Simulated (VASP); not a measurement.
The input files of a VASP run:

File KPOINTS:
```
Automatic mesh
0
Gamma
13 13 7
0 0 0
```

INCAR:
```
ALGO = Normal   ! blocked Davidson
EDIFF = 1E-6
PREC = Accurate
LASPH = .TRUE.
LCHARG = .FALSE.
NSW = 40   ! most ionic steps
NELM = 100   ! most electronic steps
PSTRESS = 50
SYSTEM = Mg
ISIF = 3   ! ions, shape and volume
ENCUT = 500   ! plane-wave cut-off (eV)
IBRION = 2   ! conjugate gradients
EDIFFG = -0.02   ! ionic stop
LREAL = .FALSE.
LWAVE = .FALSE.
SIGMA = 0.1   ! width (eV)
ISMEAR = 1   ! Methfessel-Paxton
```

File POSCAR:
```
Mg
1.0
  1.5639188135  -2.7087872630   0.0000000000
  1.5639188135   2.7087872630   0.0000000000
  0.0000000000   0.0000000000   5.0625402325
Mg
2
Direct
  0.3333330000   0.6666670000   0.2500000000
  0.6666670000   0.3333330000   0.7500000000
```

POTCAR, in this order: Mg (LDA.64 set). Program: vasp_std.

**Question.** Write an equivalent input for Ansatz.

**Answer.** One equivalent input (not run):
Ansatz 0.2 input:
```yaml
crystal:
  lattice:
    - [1.5639188, -2.7087873, 0.0000000]
    - [1.5639188, 2.7087873, 0.0000000]
    - [0.0000000, 0.0000000, 5.0625402]
  atoms:
    - { symbol: Mg, position: [0.3333330, 0.6666670, 0.2500000] }
    - { symbol: Mg, position: [0.6666670, 0.3333330, 0.7500000] }
kpoints:
  mp_grid: { grid: [13, 13, 7] }
hamiltonian:
  xc: lda
  pseudopotentials: { kind: paw }
scf:
  occupations: { method: methfessel_paxton, width: 0.1 }
  max_iter: 100
relax:
  max_steps: 40
  f_tol: 0.02
  cell: { p_target: 5 }
output: { forces: true, stress: true, eigenvalues: true }
```
What does not carry over: each code has its own PAW files, so the cut-off isn't converted (ENCUT is set for VASP's; basis.ecutwfc is left out, and Ansatz then takes the one that its files recommend); Ansatz stops its SCF on the density residual and VASP on the energy change (EDIFF); Ansatz's lda is the Perdew-Wang form, while the LDA potentials of VASP carry Perdew-Zunger's.

The compound is Mg in the hcp structure. This run relaxes it under an external pressure of 5 GPa. Symmetry was kept, so distortions that lower it aren't found.
